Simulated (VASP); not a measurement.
Given:

```xyz
4
Lattice="3.5802 0.0000 0.0000 0.0000 3.5802 0.0000 0.0000 0.0000 3.5802" Properties=species:S:1:pos:R:3 pbc="T T T"
Si     0.0000     0.0000     0.0000
Ni     0.0000     1.7901     1.7901
Ni     1.7901     0.0000     1.7901
Ni     1.7901     1.7901     0.0000
```

Method: PBE GGA + U (Dudarev), VASP's PBE PAW potentials (set 64) (plane waves; VASP). Numerical set-up: 400 eV cut-off, 8×8×8 Γ-centred mesh, first-order Methfessel-Paxton smearing of 0.10 eV, potentials Si Ni, U − J: Ni 3.00 eV.

Problem. Give the stress tensor in GPa (positive for a compressed cell).

Solution. 
```
-17.31    0.00    0.00
  0.00  -17.31    0.00
  0.00    0.00  -17.31
```
The pressure is its mean diagonal, -17.31 GPa.

The compound is Ni3Si in the L1_2 structure. The cell was not relaxed at this level. The run is one of a series of settings (LDAU = .TRUE., LDAUJ = 0 0, LDAUL = -1 2, LDAUTYPE = 2, LDAUU = 0 3.0 against the base run), some of them coarse on purpose. The run is not spin-polarised, so no magnetic state was tried.
